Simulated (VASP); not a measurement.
A cell of PtAl2 (fluorite) near equilibrium:

```
Al2Pt
1.0
    0.00000     2.94714     2.94714
    2.94714     0.00000     2.94714
    2.94714     2.94714     0.00000
Al Pt
2 1
Direct
  0.25000   0.25000   0.25000
  0.75000   0.75000   0.75000
  0.00000   0.00000   0.00000
```

Level of theory: PBEsol GGA, VASP's PBE PAW potentials (set 64) (plane waves; VASP).

```json
[
 {"run": "as it is", "ΔE (meV/atom)": "0.0", "σxx": "0.08", "σyy": "0.08", "σzz": "0.08", "largest shear component, with its sign (GPa)": "0.00", "largest force (eV/Å)": "0.000"},
 {"run": "after one change", "ΔE (meV/atom)": "7.7", "σxx": "4.80", "σyy": "4.24", "σzz": "4.80", "largest shear component, with its sign (GPa)": "0.00", "largest force (eV/Å)": "0.000"}
]
```
Stress is in GPa, positive when the cell is compressed.

### Question
What was changed between the two runs?
A. isotropic strain of -4.0 %
B. atom 2 (Al) moved by -0.150 Å along z
C. biaxial strain of +0.5 % in the xy plane
D. biaxial strain of -1.5 % in the xz plane

### Answer
D, biaxial strain of -1.5 % in the xz plane

The compound is PtAl2 in the fluorite structure.
